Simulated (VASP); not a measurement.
Calculation: revPBE GGA, VASP's PBE PAW potentials (set 64) (plane waves; VASP).

VASP input:

KPOINTS:
```
Automatic mesh
0
Gamma
8 8 8
0 0 0
```

INCAR:
```
! general
SYSTEM   =  GaP
PREC     =  Accurate
ENCUT    =  520   ! plane-wave cut-off (eV)
LREAL    =  .FALSE.   ! projection in real space or not
LASPH    =  .TRUE.   ! aspherical one-centre terms

! electronic loop
EDIFF    =  1E-7   ! SCF stop (eV)
NELM     =  100   ! most electronic steps
ALGO     =  Normal   ! blocked Davidson
LMAXMIX  =  4

! smearing
ISMEAR   =  0   ! Gaussian
SIGMA    =  0.05

! functional
GGA      =  RE   ! revPBE

! ions
ISIF     =  2   ! forces and stress, cell fixed

! output
LWAVE    =  .FALSE.
LCHARG   =  .FALSE.
```

File POSCAR:
```
GaP
1
    0.0000000000     2.8243832321     2.8243832321
    2.8243832321     0.0000000000     2.8243832321
    2.8243832321     2.8243832321     0.0000000000
Ga P
1 1
Direct
  0.0000000000   0.0000000000   0.0000000000
  0.2500000000   0.2500000000   0.2500000000
```

POTCAR, in this order: Ga_d P (PBE.64 set). Program: vasp_std.

**Question.** What will the output report for the number of irreducible k-points (NKPTS), largest plane-wave count, number of space-group operations, FFT grid (NGX, NGY, NGZ)?

**Answer.** 
```yaml
number of irreducible k-points (NKPTS): 29
largest_plane_wave_count: 1243
number_of_space_group_operations: 24
FFT grid (NGX, NGY, NGZ): 30 × 30 × 30
```

The compound is GaP in the zinc blende structure. This cell is one point of a volume scan, at 1.06 of the reference volume.
